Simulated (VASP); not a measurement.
Level of theory: PBE GGA with spin-orbit coupling, VASP's PBE PAW potentials (set 64) (plane waves; VASP).

VASP input:

File KPOINTS:
```
Automatic mesh
0
Gamma
6 6 4
0 0 0
```

### POSCAR
```
AlN
1.0
  1.5861000000  -2.7472060000   0.0000000000
  1.5861000000   2.7472060000   0.0000000000
  0.0000000000   0.0000000000   5.0796000000
Al N
2 2
Cart
  1.5861000000  -0.9157371648   2.5398000000
  1.5861000000   0.9157371648   0.0000000000
  1.5861000000  -0.9157371648   4.4802072000
  1.5861000000   0.9157371648   1.9404072000
```

### INCAR
```
SYSTEM = AlN
PREC = Accurate
ENCUT = 520
EDIFF = 1E-6
NELM = 100
ALGO = Normal
LREAL = .FALSE.
LASPH = .TRUE.
ISMEAR = 0
SIGMA = 0.05
GGA = PE
LWAVE = .FALSE.
LCHARG = .FALSE.
ISIF = 2
LSORBIT = .TRUE.
MAGMOM = 0 0 0 0 0 0 0 0 0 0 0 0
GGA_COMPAT = .FALSE.
```

POTCAR, in this order: Al N (PBE.64 set). Program: vasp_ncl.

The resulting files:

OUTCAR:
```
 ion  position               nearest neighbor table
   1  0.667  0.333  0.500-   4 1.93   4 1.93   4 1.93   3 1.94   2 3.13   2 3.13   2 3.13   2 3.13
                             2 3.13   2 3.13
   2  0.333  0.667  0.000-   3 1.93   3 1.93   3 1.93   4 1.94   1 3.13   1 3.13   1 3.13   1 3.13
                             1 3.13   1 3.13
   3  0.667  0.333  0.882-   2 1.93   2 1.93   2 1.93   1 1.94
   4  0.333  0.667  0.382-   1 1.93   1 1.93   1 1.93   2 1.94
  LATTYP: Found a hexagonal cell.
 ALAT       =     3.1722001854
 C/A-ratio  =     1.6012860800
 Subroutine PRICEL returns:
 Original cell was already a primitive cell.
 Subroutine GETGRP returns: Found 12 space group operations
The static configuration has the point symmetry C_3v.
 The point group associated with its full space group is C_6v.
The dynamic configuration has the point symmetry C_3v.
The overall configuration has the point symmetry C_3v.
 Subroutine INISYM returns: Found 12 space group operations
 Subroutine IBZKPT returns following result:
 Found     28 irreducible k-points:

 Following reciprocal coordinates:
            Coordinates               Weight
  0.000000  0.000000  0.000000      1.000000
  0.166667  0.000000  0.000000      6.000000
  0.333333  0.000000  0.000000      6.000000
  0.500000  0.000000  0.000000      3.000000
  0.166667  0.166667  0.000000      6.000000
  0.333333  0.166667  0.000000     12.000000
  0.333333  0.333333  0.000000      2.000000
  0.000000  0.000000  0.250000      1.000000
  0.000000  0.000000 -0.250000      1.000000
  0.166667  0.000000  0.250000      6.000000
 -0.166667  0.000000 -0.250000      6.000000
  0.333333  0.000000  0.250000      6.000000
 -0.333333  0.000000 -0.250000      6.000000
  0.500000  0.000000  0.250000      3.000000
  0.500000  0.000000 -0.250000      3.000000
  0.166667  0.166667  0.250000      6.000000
 -0.166667 -0.166667 -0.250000      6.000000
  0.333333  0.166667  0.250000     12.000000
 -0.333333 -0.166667 -0.250000     12.000000
  0.333333  0.333333  0.250000      2.000000
 -0.333333 -0.333333 -0.250000      2.000000
  0.000000  0.000000  0.500000      1.000000
  0.166667  0.000000  0.500000      6.000000
  0.333333  0.000000  0.500000      6.000000
  0.500000  0.000000  0.500000      3.000000
  0.166667  0.166667  0.500000      6.000000
  0.333333  0.166667  0.500000     12.000000
  0.333333  0.333333  0.500000      2.000000
   k-points           NKPTS =     28   k-points in BZ     NKDIM =     28   number of bands    NBANDS=     24
   number of dos      NEDOS =    301   number of ions     NIONS =      4
   total plane-waves  NPLWV =  23040
   dimension x,y,z NGX =    24 NGY =   24 NGZ =   40
   dimension x,y,z NGXF=    48 NGYF=   48 NGZF=   80
   ions per type =               2   2
   PREC   = accura    normal or accurate (medium, high low for compatibility)
   ISTART =      0    job   : 0-new  1-cont  2-samecut
   ICHARG =      2    charge: 1-file 2-atom 10-const
   ISPIN  =      1    spin polarized calculation?
   LNONCOLLINEAR =      T non collinear calculations
   LSORBIT =      T    spin-orbit coupling
   INIWAV =      1    electr: 0-lowe 1-rand  2-diag
   ENCUT  =  520.0 eV  38.22 Ry    6.18 a.u.   5.90  5.90  9.44*2*pi/ulx,y,z
   NELM   =    100;   NELMIN=  2; NELMDL= -5     # of ELM steps
   EDIFF  = 0.1E-05   stopping-criterion for ELM
   LREAL  =      F    real-space projection
   NLSPLINE    = F    spline interpolate recip. space projectors
   LMAXMIX     =    2 max onsite mixed and CHGCAR
   VOSKOWN=      0    Vosko Wilk Nusair interpolation
   EDIFFG = 0.1E-04   stopping-criterion for IOM
   NSW    =      0    number of steps for IOM
   NBLOCK =      1;   KBLOCK =      1    inner block; outer block
   IBRION =     -1    ionic relax: 0-MD 1-quasi-New 2-CG
...
```

File OSZICAR:
```
       N       E                     dE             d eps       ncg     rms          rms(c)
DAV:   1     0.578969078647E+02    0.57897E+02   -0.74121E+03  1344   0.119E+03
DAV:   2    -0.293167934841E+02   -0.87214E+02   -0.82332E+02  1864   0.236E+02
DAV:   3    -0.342308294493E+02   -0.49140E+01   -0.48894E+01  1792   0.592E+01
DAV:   4    -0.342792651202E+02   -0.48436E-01   -0.48422E-01  1576   0.676E+00
DAV:   5    -0.342800346846E+02   -0.76956E-03   -0.76950E-03  1728   0.845E-01    0.118E+01
DAV:   6    -0.297224156180E+02    0.45576E+01   -0.17136E+01  1632   0.312E+01    0.413E+00
DAV:   7    -0.297505263290E+02   -0.28111E-01   -0.65395E-01  1448   0.629E+00    0.282E+00
DAV:   8    -0.297440025407E+02    0.65238E-02   -0.85162E-02  1496   0.306E+00    0.517E-01
DAV:   9    -0.297386427107E+02    0.53598E-02   -0.22664E-02  1720   0.111E+00    0.253E-01
DAV:  10    -0.297392569469E+02   -0.61424E-03   -0.27322E-03  1616   0.393E-01    0.140E-01
DAV:  11    -0.297391784841E+02    0.78463E-04   -0.21337E-04  1576   0.118E-01    0.423E-02
DAV:  12    -0.297391779731E+02    0.51099E-06   -0.58671E-06  1632   0.232E-02
   1 F= -.29739178E+02 E0= -.29739178E+02  d E =-.832796E-17  mag=    -0.0000    -0.0000    -0.0000
```

OUTCAR:
```
------------------------ aborting loop because EDIFF is reached ----------------------------------------
  FORCE on cell =-STRESS in cart. coord.  units (eV):
  Direction    XX          YY          ZZ          XY          YZ          ZX
  --------------------------------------------------------------------------------------
  Total       -2.0880669     -2.0880672     -1.9045553      0.0000000      0.0000000      0.0000000
  in kB      -75.5742222    -75.5742339    -68.9323156      0.0000000      0.0000000      0.0000000
  external PRESSURE =     -73.3602572 kB  Pullay stress =       0.0000000 kB
  volume of cell :       44.27
      direct lattice vectors                 reciprocal lattice vectors
     1.586100000 -2.747206000  0.000000000     0.315238636 -0.182003097  0.000000000
     1.586100000  2.747206000  0.000000000     0.315238636  0.182003097  0.000000000
     0.000000000  0.000000000  5.079600000     0.000000000  0.000000000  0.196865895
  FREE ENERGIE OF THE ION-ELECTRON SYSTEM (eV)
  ---------------------------------------------------
  free  energy   TOTEN  =       -29.7391779731 eV

  energy  without entropy=      -29.7391779731  energy(sigma->0) =      -29.73917797

 Ion:    1  E_soc:     -0.0000976

 Ion:    2  E_soc:     -0.0000976

 Ion:    3  E_soc:     -0.0000565

 Ion:    4  E_soc:     -0.0000565
```
(Selected blocks of OUTCAR.)

The compound is AlN in the wurtzite structure. The cell was not relaxed at this level.
